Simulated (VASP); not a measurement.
# Be27Cl in VASP: a series of runs

Runs on Be27Cl. Level: PBE+D3(BJ). Tasks: single point.

All numbers are computed with VASP 6.6.1; they aren't measurements. Logs are shortened: lines on timing, memory, paths and dates and some standing lists are left out, and cuts for length are marked.

## Step 1: Starting point

The cell holds a slab with vacuum, 28 atoms: a = 6.870 Å, b = 6.870 Å, c = 16.588 Å, α = 90.00°, β = 90.00°, γ = 60.00°.

The cell was built by a generator and needn't be a form met in nature.

## Step 2: Single point, PBE+D3(BJ)

The input, INCAR:

```
SYSTEM = Be27Cl
ALGO = Fast
EDIFF = 1E-7
ENCUT = 520
GGA = PE
ISIF = 2
ISMEAR = 0
IVDW = 12
LASPH = .TRUE.
LCHARG = .FALSE.
LREAL = Auto
LWAVE = .FALSE.
NBANDS = 50
NELM = 80
PREC = Accurate
SIGMA = 0.15
```

The input, KPOINTS:

```
k-points
0
G
  4 4 1
  0 0 0
```

The input, POSCAR:

```
Be27Cl
1.0
    6.8700000000      0.0000000000      0.0000000000
    3.4350000000      5.9495950000      0.0000000000
    0.0000000000      0.0000000000     16.5884300000
Be Cl
27 1
Direct
    0.0000000000      0.0000000000      0.0602829804
    0.3333333333      0.0000000000      0.0602829804
    0.6666666667      0.0000000000      0.0602829804
    0.0000000280      0.3333332773      0.0602829804
    0.3333333613      0.3333332773      0.0602829804
    0.6666666947      0.3333332773      0.0602829804
   -0.0000000280      0.6666667227      0.0602829804
    0.3333333053      0.6666667227      0.0602829804
    0.6666666387      0.6666667227      0.0602829804
   -0.1084927346      0.2209496613      0.1709715748
    0.2208681952      0.2210059676      0.1709652451
    0.5558447765      0.2216271864      0.1656391835
   -0.1099633191      0.5532358085      0.1683032692
    0.2215655270      0.5559070828      0.1656089214
    0.5558364572      0.5558988469      0.1656246553
   -0.1099797291      0.8900826023      0.1683326873
    0.2209395387      0.8913899181      0.1709533090
    0.5531896610      0.8900908381      0.1683786832
   -0.0047796613     -0.0045539234      0.2799670011
    0.3426175651     -0.0045929177      0.2800079332
    0.6659856371      0.0014301814      0.2750661756
   -0.0047541818      0.3427159328      0.2799533169
    0.3385307343      0.3385734659      0.2720160980
    0.6563540844      0.3385008559      0.2720600443
    0.0014079957      0.6659374294      0.2750459206
    0.3385891498      0.6561340730      0.2719845097
    0.6660219764      0.6659036455      0.2750554453
    0.1117997249      0.1104826463      0.3788433866
```

Potentials or basis: VASP PAW PBE potentials, release 64 (Be, Cl).

Command:

```console
> cat potpaw_PBE.64/Be/POTCAR potpaw_PBE.64/Cl/POTCAR > POTCAR
> mpirun -np 1 vasp_std > vasp.out
```

OUTCAR:

```text
SYSTEM = Be27Cl
   EDIFF = 1E-7
   ENCUT = 520
   GGA = PE
   ISIF = 2
   ISMEAR = 0
   IVDW = 12
   LASPH = .TRUE.
   LREAL = Auto
   NELM = 80
   PREC = Accurate
 IVDW          = 12

 ion  position               nearest neighbor table
   1  0.000  0.000  0.060-  16 2.22  17 2.26  10 2.26   8 2.29   4 2.29   6 2.29   7 2.29   3 2.29
                             2 2.29
   2  0.333  0.000  0.060-  18 2.22  17 2.26  11 2.26   8 2.29   4 2.29   5 2.29   9 2.29   1 2.29
                             3 2.29
   3  0.667  0.000  0.060-  12 2.19  16 2.23  18 2.23   7 2.29   6 2.29   9 2.29   5 2.29   1 2.29
                             2 2.29
   4  0.000  0.333  0.060-  13 2.22  11 2.26  10 2.26   2 2.29   1 2.29   5 2.29   6 2.29   9 2.29
                             7 2.29
   5  0.333  0.333  0.060-  14 2.19  12 2.19  11 2.27   2 2.29   3 2.29   4 2.29   6 2.29   7 2.29
                             8 2.29
   6  0.667  0.333  0.060-  15 2.19  12 2.19  10 2.27   3 2.29   1 2.29   4 2.29   5 2.29   8 2.29
                             9 2.29
   7  1.000  0.667  0.060-  14 2.19  13 2.23  16 2.23   3 2.29   1 2.29   9 2.29   8 2.29   5 2.29
                             4 2.29
   8  0.333  0.667  0.060-  14 2.19  15 2.19  17 2.27   2 2.29   1 2.29   7 2.29   9 2.29   6 2.29
                             5 2.29
   9  0.667  0.667  0.060-  15 2.19  13 2.23  18 2.23   3 2.29   2 2.29   7 2.29   8 2.29   4 2.29
                             6 2.29
  10  0.892  0.221  0.171-  24 2.18  22 2.25  19 2.25   4 2.26   1 2.26  11 2.26  17 2.26   6 2.27
                            13 2.28  16 2.28  15 2.31  12 2.31
  11  0.221  0.221  0.171-  23 2.18  22 2.25  20 2.25   4 2.26   2 2.26  10 2.26  17 2.26   5 2.27
                            13 2.28  18 2.28  14 2.30  12 2.31
[... 14 lines left out ...]
  19  0.995  0.995  0.280-  28 2.14  16 2.24  21 2.24  25 2.24  10 2.25  17 2.25  24 2.35  26 2.35
                            22 2.39  20 2.39
  20  0.343  0.995  0.280-  28 2.14  18 2.24  21 2.24  27 2.24  11 2.25  17 2.25  23 2.35  26 2.35
                            22 2.39  19 2.39
  21  0.666  0.001  0.275-  18 2.22  16 2.22  12 2.24  19 2.24  20 2.24  24 2.28  23 2.28  25 2.30
                            27 2.30
  22  0.995  0.343  0.280-  28 2.14  13 2.24  27 2.24  25 2.24  10 2.25  11 2.25  24 2.35  23 2.35
                            19 2.39  20 2.39
  23  0.339  0.339  0.272-  26 2.18  24 2.18  11 2.18  12 2.19  14 2.19  25 2.28  21 2.28  20 2.35
                            22 2.35
  24  0.656  0.339  0.272-  26 2.18  23 2.18  10 2.18  12 2.19  15 2.19  27 2.28  21 2.28  19 2.35
                            22 2.35
  25  0.001  0.666  0.275-  16 2.22  13 2.22  14 2.24  22 2.24  19 2.24  23 2.28  26 2.28  27 2.30
                            21 2.30
  26  0.339  0.656  0.272-  23 2.18  24 2.18  17 2.18  15 2.19  14 2.19  25 2.28  27 2.28  20 2.35
                            19 2.35
  27  0.666  0.666  0.275-  18 2.22  13 2.22  15 2.24  22 2.24  20 2.24  24 2.28  26 2.28  25 2.30
                            21 2.30
  28  0.112  0.110  0.379-  20 2.14  19 2.14  22 2.14

  LATTYP: Found a hexagonal cell.
 ALAT       =     6.8700004122
 C/A-ratio  =     2.4146184868

  Lattice vectors:

 A1 = (  -3.4350000000,  -5.9495950000,   0.0000000000)
 A2 = (   6.8700000000,   0.0000000000,   0.0000000000)
 A3 = (   0.0000000000,   0.0000000000,  16.5884300000)

Analysis of symmetry for initial positions (statically):
=====================================================================
 Subroutine PRICEL returns:
 Original cell was already a primitive cell.

 Routine SETGRP: Setting up the symmetry group for a
 hexagonal supercell.

 Subroutine GETGRP returns: Found  1 space group operations
 (whereof  1 operations were pure point group operations)
 out of a pool of 24 trial point group operations.

The static configuration has the point symmetry C_1 .

Analysis of symmetry for dynamics (positions and initial velocities):
=====================================================================
 Subroutine PRICEL returns:
 Original cell was already a primitive cell.

 Routine SETGRP: Setting up the symmetry group for a
 hexagonal supercell.

 Subroutine GETGRP returns: Found  1 space group operations
 (whereof  1 operations were pure point group operations)
 out of a pool of 24 trial point group operations.

The dynamic configuration has the point symmetry C_1 .

 Subroutine INISYM returns: Found  1 space group operations
 (whereof  1 operations are pure point group operations),
 and found     1 'primitive' translations

----------------------------------------------------------------------------------------

                                     Primitive cell

  volume of cell :     678.0308

  direct lattice vectors                    reciprocal lattice vectors
     6.870000000  0.000000000  0.000000000     0.145560408 -0.084039334  0.000000000
     3.435000000  5.949595000  0.000000000     0.000000000  0.168078668  0.000000000
     0.000000000  0.000000000 16.588430000     0.000000000  0.000000000  0.060282980

  length of vectors
     6.870000000  6.870000412 16.588430000     0.168078678  0.168078668  0.060282980

  position of ions in fractional coordinates (direct lattice)
     0.000000000  0.000000000  0.060282980
     0.333333333  0.000000000  0.060282980
     0.666666667  0.000000000  0.060282980
     0.000000028  0.333333277  0.060282980
     0.333333361  0.333333277  0.060282980
     0.666666695  0.333333277  0.060282980
[... 20 lines left out ...]
     0.666021976  0.665903646  0.275055445
     0.111799725  0.110482646  0.378843387

  ion indices of the primitive-cell ions
   primitive index   ion index
                 1           1
                 2           2
                 3           3
                 4           4
                 5           5
                 6           6
[... 20 lines left out ...]
                27          27
                28          28

----------------------------------------------------------------------------------------

 KPOINTS: k-points

Automatic generation of k-mesh.
 Grid dimensions read from file:
 generate k-points for:    4    4    1

 Generating k-lattice:

  Cartesian coordinates                     Fractional coordinates (reciprocal lattice)
     0.036390102 -0.021009833  0.000000000     0.250000000 -0.000000000  0.000000000
     0.000000000  0.042019667  0.000000000     0.000000000  0.250000000  0.000000000
     0.000000000  0.000000000  0.060282980     0.000000000  0.000000000  1.000000000

  Length of vectors
     0.042019669  0.042019667  0.060282980

  Shift w.r.t. Gamma in fractional coordinates (k-lattice)
     0.000000000  0.000000000  0.000000000

 Subroutine IBZKPT returns following result:
 ===========================================

 Found     10 irreducible k-points:

 Following reciprocal coordinates:
            Coordinates               Weight
  0.000000  0.000000  0.000000      1.000000
  0.250000 -0.000000  0.000000      2.000000
  0.250000  0.250000  0.000000      2.000000
  0.000000  0.250000  0.000000      2.000000
  0.500000 -0.000000  0.000000      1.000000
  0.500000  0.500000  0.000000      1.000000
  0.000000  0.500000  0.000000      1.000000
  0.500000  0.250000  0.000000      2.000000
  0.250000  0.500000  0.000000      2.000000
 -0.250000  0.250000  0.000000      2.000000
   k-points           NKPTS =     10   k-points in BZ     NKDIM =     10   number of bands    NBANDS=     50
   number of dos      NEDOS =    301   number of ions     NIONS =     28
   total plane-waves  NPLWV = 367416
   dimension x,y,z NGX =    54 NGY =   54 NGZ =  126
   dimension x,y,z NGXF=   108 NGYF=  108 NGZF=  252
   ions per type =              27   1
   NGX,Y,Z   is equivalent  to a cutoff of  13.07, 13.07, 12.63 a.u.
   NGXF,Y,Z  is equivalent  to a cutoff of  26.13, 26.13, 25.25 a.u.
 SYSTEM =  Be27Cl
   PREC   = accura    normal or accurate (medium, high low for compatibility)
   ISTART =      0    job   : 0-new  1-cont  2-samecut
   ICHARG =      2    charge: 1-file 2-atom 10-const
   ISPIN  =      1    spin polarized calculation?
   LNONCOLLINEAR =      F non collinear calculations
   LSORBIT =      F    spin-orbit coupling
   LASPH  =      T    aspherical Exc in radial PAW
   ENCUT  =  520.0 eV  38.22 Ry    6.18 a.u.  12.77 12.77 30.84*2*pi/ulx,y,z
   NELM   =     80;   NELMIN=  2; NELMDL= -5     # of ELM steps
   EDIFF  = 0.1E-06   stopping-criterion for ELM
   LREAL  =      T    real-space projection
   EDIFFG = 0.1E-05   stopping-criterion for IOM
   NSW    =      0    number of steps for IOM
   IBRION =     -1    ionic relax: 0-MD 1-quasi-New 2-CG
   NFREE  =      0    steps in history (QN), initial steepest desc. (CG)
   ISIF   =      2    stress and relaxation
   ISYM   =      2    0-nonsym 1-usesym 2-fastsym
   POTIM  = 0.5000    time-step for ionic-motion
   TEBEG  =    0.0;   TEEND  =   0.0 temperature during run
   PSTRESS=    0.0 pullay stress
   NELECT =      61.0000    total number of electrons
   NUPDOWN=      -1.0000    fix difference up-down
   EMIN   =  10.00;   EMAX   =-10.00  energy-range for DOS
   EFERMI =   0.00;   METHOD = LEGACY
   ISMEAR =     0;   SIGMA  =   0.15  broadening in eV -4-tet -1-fermi 0-gaus
   EFERMI_NEDOS =   21; number of points for ismear=-14 and -15
   IALGO  =     68    algorithm
   IMIX   =      4    mixing-type and parameters
     AMIX     =   0.40;   BMIX     =  1.00
     AMIX_MAG =   1.60;   BMIX_MAG =  1.00
  volume/ion in A,a.u.               =      24.22       163.41
  Fermi-wavevector in a.u.,A,eV,Ry     =   0.733559  1.386225  7.321412  0.538109
  Thomas-Fermi vector in A             =   1.826297
   LORBIT       =      0    0 simple, 1 ext, 2 COOP (PROOUT), +10 PAW based schemes
   GGA     = PE    functional components
   LHFCALC =     F    Hartree Fock is set to
   AEXX    =    0.0000 exact exchange contribution
   IVDW    =    12    specifies the selected vdW correction
   LEPSILON=     F    determine dielectric tensor
   LRPA    =     F    only Hartree local field effects (RPA)
 non-spin polarized calculation
 RMM-DIIS sequential band-by-band and
 Gauss-broadening in eV      SIGMA  =   0.15
  energy-cutoff  :      520.00
  volume of cell :      678.03
 maximum number of plane-waves:     18266
 NGX is ok and might be reduce to    54
   NGX = 25   NGY = 25   NGZ = 61

 number of electron      61.0000001 magnetization

 Free energy of the ion-electron system (eV)
  ---------------------------------------------------
  ext. energy  EPLUGINS =         0.00000000
  ---------------------------------------------------
  free energy    TOTEN  =       -95.89568665 eV

  energy without entropy =      -95.75327220  energy(sigma->0) =      -95.82447943

 E-fermi :  -1.0409     XC(G=0):  -4.8294

 val. band max:       -1.0548922815   @ k =   0.5000  -0.0000   0.0000
 cond. band min:      -1.0388986446   @ k =   0.2500   0.2500   0.0000
 fundamental gap:      0.0159936368
 Fermi energy:        -1.0409415846

 k-point     1 :       0.0000    0.0000    0.0000
  band No.  band energies     occupation
      1     -18.0866      2.00000
      2     -10.6937      2.00000
      3      -8.5896      2.00000
      4      -7.8871      2.00000
      5      -7.6586      2.00000
      6      -7.6580      2.00000
[... 439 lines left out ...]
     41       2.9718      0.00000
     42       3.2270      0.00000
 [bands above 42 left out]

------------------------ aborting loop because EDIFF is reached ----------------------------------------

 Edisp (eV)   -6.29921

 E8    (eV) :    -2.2971

  FORCE on cell =-STRESS in cart. coord.  units (eV):
  Direction    XX          YY          ZZ          XY          YZ          ZX
  --------------------------------------------------------------------------------------
  -------------------------------------------------------------------------------------
  Total     -21.53398   -21.56407     0.24763    -0.01064     0.00979    -0.00787
  in kB     -50.88450   -50.95560     0.58514    -0.02515     0.02313    -0.01860
  external pressure =      -33.75 kB  Pullay stress =        0.00 kB

 VOLUME and BASIS-vectors are now :
 -----------------------------------------------------------------------------
  energy-cutoff  :      520.00
  volume of cell :      678.03
      direct lattice vectors                 reciprocal lattice vectors
     6.870000000  0.000000000  0.000000000     0.145560408 -0.084039334  0.000000000
     3.435000000  5.949595000  0.000000000     0.000000000  0.168078668  0.000000000
     0.000000000  0.000000000 16.588430000     0.000000000  0.000000000  0.060282980

 POSITION                                       TOTAL-FORCE (eV/Angst)
 -----------------------------------------------------------------------------------
      0.00000      0.00000      1.00000        -0.088826     -0.049587      0.104251
      2.29000      0.00000      1.00000         0.089786     -0.050978      0.104264
      4.58000      0.00000      1.00000        -0.001524      0.020060     -0.177535
      1.14500      1.98320      1.00000        -0.000728      0.100573      0.104357
      3.43500      1.98320      1.00000        -0.262029     -0.152133      0.048073
      5.72500      1.98320      1.00000         0.263395     -0.152422      0.047397
[... 20 lines left out ...]
      6.86295      3.96186      4.56274        -0.005662     -0.002184      0.009448
      1.14757      0.65733      6.28442        -0.005730      0.007879      0.023470
 -----------------------------------------------------------------------------------
    total drift:                               -0.000647      0.000931     -0.004341

  FREE ENERGIE OF THE ION-ELECTRON SYSTEM (eV)
  ---------------------------------------------------
  free  energy   TOTEN  =      -102.1948952514 eV

  energy  without entropy=     -102.0524808004  energy(sigma->0) =     -102.12368803
```

Wall time 20 min (1 thread of Intel Xeon Platinum 8259CL at 2.50GHz (Skylake/Cascade Lake), shared host); peak memory 0.8 GiB.

Results:

```yaml
Free_energy: -102.1949 eV
Largest_force: 0.308 eV/Å
Band_gap_on_the_k_mesh: none (metal or under the smearing width)
Dispersion_energy_per_atom: -0.225 eV
```

Forces in eV/Å, atoms in the order of the input:
```
Be  -0.089 -0.050  0.104
Be   0.090 -0.051  0.104
Be  -0.002  0.020 -0.178
Be  -0.001  0.101  0.104
Be  -0.262 -0.152  0.048
Be   0.263 -0.152  0.047
Be   0.018 -0.009 -0.178
Be   0.000  0.302  0.048
Be  -0.018 -0.008 -0.178
Be   0.004 -0.002 -0.003
Be  -0.004 -0.003 -0.003
Be   0.000 -0.002 -0.003
Be   0.000 -0.001 -0.002
Be  -0.001  0.000 -0.002
Be   0.001  0.001 -0.002
Be   0.000  0.000 -0.002
Be   0.000  0.005 -0.002
Be   0.000  0.000 -0.004
Be   0.001 -0.001  0.001
Be   0.004 -0.003 -0.005
Be   0.000  0.006  0.009
Be   0.001 -0.005  0.005
Be  -0.006 -0.004  0.015
Be   0.005 -0.003  0.014
Be   0.005 -0.002  0.009
Be   0.001  0.008  0.017
Be  -0.006 -0.002  0.009
Cl  -0.006  0.008  0.023
```

Caveat: an odd number of electrons without spin polarisation forces a metal; a magnetic or distorted state may lie lower.

## Step 3: Single point, PBE+D3(BJ)

The input, INCAR:

```
SYSTEM = Be27Cl
PREC = Accurate
ENCUT = 520
EDIFF = 1E-7
ISMEAR = 0
SIGMA = 0.15
LREAL = Auto
LASPH = .TRUE.
NELM = 60
ALGO = Fast
ISIF = 2
LWAVE = .FALSE.
LCHARG = .TRUE.
GGA = PE
IVDW = 12
LELF = .TRUE.
LVHAR = .TRUE.
NBANDS = 50
```

The input, KPOINTS:

```
Automatic mesh
0
G
  4 4 1
  0 0 0
```

The input, POSCAR:

```
Be27Cl
1.0
    6.8700000000      0.0000000000      0.0000000000
    3.4350000000      5.9495950000      0.0000000000
    0.0000000000      0.0000000000     16.5884300000
Be Cl
27 1
Direct
    0.0000000000      0.0000000000      0.0602829804
    0.3333333333      0.0000000000      0.0602829804
    0.6666666667      0.0000000000      0.0602829804
    0.0000000280      0.3333332773      0.0602829804
    0.3333333613      0.3333332773      0.0602829804
    0.6666666947      0.3333332773      0.0602829804
   -0.0000000280      0.6666667227      0.0602829804
    0.3333333053      0.6666667227      0.0602829804
    0.6666666387      0.6666667227      0.0602829804
   -0.1193239680      0.2131239185      0.1721214726
    0.2379126288      0.2159098224      0.1707665524
    0.5484939279      0.2357108341      0.1658604220
   -0.1188358320      0.5733077630      0.1690408315
    0.2139652644      0.5492921787      0.1662701051
    0.5703979523      0.5482218538      0.1669119983
   -0.0952456886      0.8822081167      0.1668344141
    0.2106619098      0.9117620611      0.1719632298
    0.5460224206      0.8833784484      0.1690481860
   -0.0038724816     -0.0033345127      0.2804010386
    0.3439102139     -0.0080576913      0.2819258965
    0.6694817608      0.0027374973      0.2728030320
   -0.0087167368      0.3436780151      0.2785542092
    0.3401663139      0.3442906618      0.2732610621
    0.6575689098      0.3396039562      0.2755665244
    0.0005234747      0.6710246664      0.2761284220
    0.3353448222      0.6632896861      0.2723535621
    0.6662439550      0.6672986985      0.2765805444
    0.1375715626      0.1449337308      0.3820186721
```

Potentials or basis: VASP PAW PBE potentials, release 64 (Be, Cl).

Command:

```console
> cat potpaw_PBE.64/Be/POTCAR potpaw_PBE.64/Cl/POTCAR > POTCAR
> mpirun -np 1 vasp_std > vasp.out
```

It took 18 min on 1 thread of Intel Xeon Platinum 8259CL at 2.50GHz (Skylake/Cascade Lake), shared host; peak memory 0.82 GiB.

Results (log left out):

* Free energy: -102.1623 eV
* Largest force: 0.314 eV/Å
* Band gap on the k mesh: none (metal or under the smearing width)
* Dispersion energy per atom: -0.224 eV

Forces in eV/Å, atoms in the order of the input:
```
Be   0.101  0.052  0.083
Be   0.030 -0.053  0.080
Be  -0.079  0.018  0.035
Be  -0.071  0.131  0.101
Be  -0.180 -0.059  0.020
Be   0.264 -0.076 -0.062
Be  -0.026 -0.152 -0.236
Be   0.023  0.281  0.137
Be   0.015 -0.050 -0.252
Be   0.015  0.008  0.001
Be  -0.008  0.002  0.016
Be   0.008 -0.008 -0.005
Be   0.001 -0.014 -0.003
Be   0.017  0.008 -0.007
Be  -0.007  0.008 -0.005
Be  -0.001  0.007  0.016
Be   0.006 -0.012  0.001
Be   0.009  0.004  0.001
Be   0.019  0.008  0.043
Be   0.016  0.016  0.002
Be  -0.005  0.009  0.013
Be   0.026  0.001  0.002
Be  -0.003 -0.005 -0.003
Be   0.000  0.006 -0.002
Be   0.005 -0.013  0.014
Be   0.006 -0.006 -0.007
Be   0.004 -0.001  0.008
Cl  -0.186 -0.110  0.008
```

Levels at points of the mesh, in eV from the Fermi level:
| k point | band 27 | band 28 | band 29 | band 30 | band 31 | band 32 | band 33 | band 34 | band 35 | band 36 |
| --- | --- | --- | --- | --- | --- | --- | --- | --- | --- | --- |
| (0.00, 0.00, 0.00) | -0.63 | -0.56 | 0.15 | 0.31 | 0.46 | 0.71 | 0.75 | 0.78 | 1.63 | 1.67 |
| (0.50, 0.00, 0.00) | -1.09 | -0.68 | -0.42 | -0.38 | -0.07 | 0.14 | 0.38 | 1.40 | 1.92 | 2.78 |
| (0.50, 0.50, 0.00) | -1.10 | -0.67 | -0.52 | -0.32 | -0.05 | 0.08 | 0.42 | 1.45 | 1.81 | 2.78 |
| (0.00, 0.50, 0.00) | -1.12 | -0.67 | -0.41 | -0.35 | -0.17 | 0.14 | 0.48 | 1.36 | 1.90 | 2.82 |

Caveat: an odd number of electrons without spin polarisation forces a metal; a magnetic or distorted state may lie lower.
